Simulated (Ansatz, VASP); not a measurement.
**Cross-check of Al19Ag4S32 (V_Al1) between VASP and Ansatz**

Aim: how closely do two programs agree when they are given the same cell, functional and k mesh? The structure shown is the end of the VASP relaxation below.

Method: plane waves, with VASP 6.6.1 beside it; single point at PBEsol, in Ansatz 0.2.0.

### Step 1. Set-up

The cell holds 55 atoms: 19 Al, 4 Ag and 32 S. Its edges and angles: a = 10.067 Å, b = 10.067 Å, c = 10.067 Å, α = 90.0°, β = 90.0°, γ = 90.0°. It derives from Al5AgS8 (Al5AgS8 (F-43m)). Nearest the centre at fractional (0.500, 0.500, 0.500): S50 at 2.43 Å, S47 at 2.43 Å, S52 at 2.44 Å, S41 at 2.44 Å, Al15 at 4.12 Å, Al16 at 4.12 Å, Al14 at 4.12 Å, Al3 at 4.13 Å.

### Step 2. VASP: relaxation, PBEsol

This run makes the geometry at which the two programs are then compared.

Lines of VASP's logs that name or quote its potential files are left out, and so is its time.

The input, INCAR:

```
SYSTEM = Al19Ag4S32
PREC = Normal
ENCUT = 300
EDIFF = 1E-05
NELM = 120
ISMEAR = 0
SIGMA = 0.05
LREAL = Auto
ALGO = Fast
GGA = PS
ISPIN = 2
MAGMOM = 0 0 0 0 0 0 0 0 0 0 0 0 0 0 0 0 0 0 0 0 0 0 0 0 0 0 0 0 0 0 0 0 0 0 0 0 0 0 0 0 0.6 0 0 0 0 0 0.6 0 0 0.6 0 0.6 0 0 0
LMAXMIX = 4
LORBIT = 11
LWAVE = True
LCHARG = .TRUE.
NCORE = 4
IBRION = 2
NSW = 50
ISIF = 2
EDIFFG = -0.03
POTIM = 0.4
MAXMIX = 40
ISYM = 0
```

The input, POSCAR:

```
Al19Ag4S32
1.0
   10.0673453480      0.0000000000      0.0000000000
    0.0000000000      0.0000000000    -10.0673453480
    0.0000000000     10.0673453480      0.0000000000
Al Ag S
19 4 32
Direct
    0.1185261100      0.3814738900      0.6185261100
    0.1185261100      0.8814738900      0.1185261100
    0.6185261100      0.3814738900      0.1185261100
    0.6185261100      0.8814738900      0.6185261100
    0.3814738900      0.3814738900      0.8814738900
    0.3814738900      0.8814738900      0.3814738900
    0.8814738900      0.3814738900      0.3814738900
    0.8814738900      0.8814738900      0.8814738900
    0.3814738900      0.1185261100      0.6185261100
    0.3814738900      0.6185261100      0.1185261100
    0.8814738900      0.1185261100      0.1185261100
    0.8814738900      0.6185261100      0.6185261100
    0.1185261100      0.1185261100      0.8814738900
    0.1185261100      0.6185261100      0.3814738900
    0.6185261100      0.1185261100      0.3814738900
    0.6185261100      0.6185261100      0.8814738900
    0.0000000000      0.0000000000      0.5000000000
    0.0000000000      0.5000000000      0.0000000000
    0.5000000000      0.0000000000      0.0000000000
    0.2500000000      0.2500000000      0.2500000000
    0.2500000000      0.7500000000      0.7500000000
    0.7500000000      0.2500000000      0.7500000000
    0.7500000000      0.7500000000      0.2500000000
    0.3861298300      0.1138701700      0.3861298300
    0.3861298300      0.6138701700      0.8861298300
    0.8861298300      0.1138701700      0.8861298300
    0.8861298300      0.6138701700      0.3861298300
    0.1138701600      0.1138701700      0.1138701600
    0.1138701600      0.6138701700      0.6138701600
    0.6138701600      0.1138701700      0.6138701600
    0.6138701600      0.6138701700      0.1138701600
    0.1138701600      0.3861298400      0.3861298300
    0.1138701600      0.8861298400      0.8861298300
    0.6138701600      0.3861298400      0.8861298300
    0.6138701600      0.8861298400      0.3861298300
    0.3861298300      0.3861298400      0.1138701600
    0.3861298300      0.8861298400      0.6138701600
    0.8861298300      0.3861298400      0.6138701600
    0.8861298300      0.8861298400      0.1138701600
    0.3664006400      0.1335993600      0.8664006400
    0.3709418700      0.6409485500      0.3618571800
    0.8664006400      0.1335993600      0.3664006400
    0.8664006400      0.6335993600      0.8664006400
    0.1335993600      0.1335993600      0.6335993600
    0.1335993600      0.6335993600      0.1335993600
    0.6335993600      0.1335993600      0.1335993600
    0.6336187700      0.6368561100      0.6302503100
    0.1335993600      0.3664006400      0.8664006400
    0.1335993600      0.8664006400      0.3664006400
    0.6348662700      0.3698552700      0.3672422200
    0.6335993600      0.8664006400      0.8664006400
    0.3637172900      0.3615514000      0.6324355600
    0.3664006400      0.8664006400      0.1335993600
    0.8664006400      0.3664006400      0.1335993600
    0.8664006400      0.8664006400      0.6335993600
```

The input, KPOINTS:

```
Automatic mesh
0
Gamma
1 1 1
0 0 0
```

The projector-augmented-wave data sets are Al, Ag and S (PBE family, release 64).

The run is started by

```
$ mpirun -np 4 vasp_gam
```

Numbers of over 12 decimals in the logs are rounded to 6 here.

The program printed:

```text
[banner, memory and clock lines left out]
running    4 mpi-ranks, on    1 nodes
[...]
|                                                                             |
|               ----> ADVICE to this user running VASP <----                  |
|                                                                             |
|     You enforced a specific xc type in the INCAR file but a different       |
|     [... a line on the potential file left out ...]
|     I HOPE YOU KNOW WHAT YOU ARE DOING!                                     |
|                                                                             |

 LDA part: xc-table for (Slater+PW92), standard interpolation
 POSCAR, INCAR and KPOINTS ok, starting setup
[...]
entering main loop
       N       E                     dE             d eps       ncg     rms          rms(c)
DAV:   1     0.173574816397E+04    0.17357E+04   -0.10430E+05   704   0.986E+02
DAV:   2    -0.102829917837E+03   -0.18386E+04   -0.17543E+04   920   0.241E+02
[...]
1 F= -.28031213E+03 E0= -.28028898E+03  d E =-.280312E+03  mag=     2.2063
[... from here on, the cycles between the ionic steps are left out ...]
   2 F= -.28113713E+03 E0= -.28110786E+03  d E =-.825001E+00  mag=     1.8236
   3 F= -.28160712E+03 E0= -.28159270E+03  d E =-.129500E+01  mag=     2.5802
   4 F= -.28160794E+03 E0= -.28159309E+03  d E =-.129581E+01  mag=     2.5532
   5 F= -.28169463E+03 E0= -.28168145E+03  d E =-.866951E-01  mag=     2.6244
   6 F= -.28169607E+03 E0= -.28168328E+03  d E =-.881334E-01  mag=     2.6328
   7 F= -.28170660E+03 E0= -.28169387E+03  d E =-.105234E-01  mag=     2.6292
   8 F= -.28171163E+03 E0= -.28169881E+03  d E =-.155545E-01  mag=     2.6290
   9 F= -.28171202E+03 E0= -.28169922E+03  d E =-.159486E-01  mag=     2.6306
  10 F= -.28171658E+03 E0= -.28170427E+03  d E =-.456016E-02  mag=     2.6496
  11 F= -.28171722E+03 E0= -.28170524E+03  d E =-.519439E-02  mag=     2.6636
  12 F= -.28171723E+03 E0= -.28170517E+03  d E =-.520713E-02  mag=     2.6602
  13 F= -.28171889E+03 E0= -.28170714E+03  d E =-.165814E-02  mag=     2.6716
 trial-energy change:   -0.001658  1 .order   -0.001697   -0.002825   -0.000570
 step:   2.3030(harm=  2.3030)  dis= 0.00374  next Energy=  -281.718998 (dE=-0.177E-02)
 reached required accuracy - stopping structural energy minimisation
 writing wavefunctions
```

Parts of OUTCAR (step 2):

```text
  FREE ENERGIE OF THE ION-ELECTRON SYSTEM (eV)
  ---------------------------------------------------
  free  energy   TOTEN  =      -281.7188867999 eV

  energy  without entropy=     -281.6953961544  energy(sigma->0) =     -281.70714148

 reached required accuracy - stopping structural energy minimisation

 magnetization (x)
# of ion       s       p       d       tot
------------------------------------------
    1        0.002   0.003   0.000   0.005
    2        0.003   0.001   0.000   0.004
    3        0.002   0.003   0.000   0.005
    4        0.002   0.003   0.000   0.005
    5        0.002   0.003   0.000   0.005
    6        0.002   0.003   0.000   0.005
    7        0.002   0.003   0.000   0.005
    8        0.003   0.001   0.000   0.004
    9        0.002   0.003   0.000   0.005
   10        0.002   0.003   0.000   0.005
   11        0.003   0.001   0.000   0.004
   12        0.002   0.003   0.000   0.005
   13        0.003   0.001   0.000   0.004
[...]
--------------------------------------------------
tot          0.064   1.390   0.356   1.810

[... 1 further part left out ...]
```

(Part 1 of 2 ends here.)

[Lines on the potential files, build, host, timing and source positions are cut from VASP's logs without a mark.]

[Logs are printed without paths, hosts, clocks, repeated set-up lines and the standing remarks that a program may print on its own settings, such as how far it seeks lower states.]

[Hosts, paths, dates, database ids (printed as entryN), source tags and the programs' standing remarks are cut or masked in the printed files.]
